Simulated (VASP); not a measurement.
Level of theory: revPBE GGA, VASP's PBE PAW potentials (set 64) (plane waves; VASP 6.6.1).

VASP input:

KPOINTS:
```
Automatic mesh
0
Gamma
6 6 6
0 0 0
```

### INCAR
```
SYSTEM = SrTe
PREC = Accurate
ENCUT = 520
EDIFF = 1E-6
NELM = 100
ALGO = Normal
LREAL = .FALSE.
LASPH = .TRUE.
ISMEAR = 0
SIGMA = 0.05
GGA = RE
LMAXMIX = 4
LWAVE = .FALSE.
LCHARG = .FALSE.
IBRION = 2
ISIF = 3
NSW = 60
EDIFFG = -0.01
```

POSCAR:
```
SrTe
1
    0.0000000000     3.3984140017     3.3984140017
    3.3984140017    -0.0000000000     3.3984140017
    3.3984140017     3.3984140017     0.0000000000
Sr Te
1 1
Direct
  0.0000000000   0.0000000000   0.0000000000
  0.5000000000   0.5000000000   0.5000000000
```

POTCAR, in this order: Sr_sv Te (PBE.64 set). Program: vasp_std.

Q: What will the output report for the number of irreducible k-points (NKPTS), largest plane-wave count, number of space-group operations, FFT grid (NGX, NGY, NGZ)?

A: 
| Property | Result |
|---|---|
| number of irreducible k-points (NKPTS) | 16 |
| largest plane-wave count | 2126 |
| number of space-group operations | 48 |
| FFT grid (NGX, NGY, NGZ) | 36 × 36 × 36 |

The compound is SrTe in the rock salt structure. It was relaxed first, which changed the volume by +6 %. The start is the result of an earlier pass.
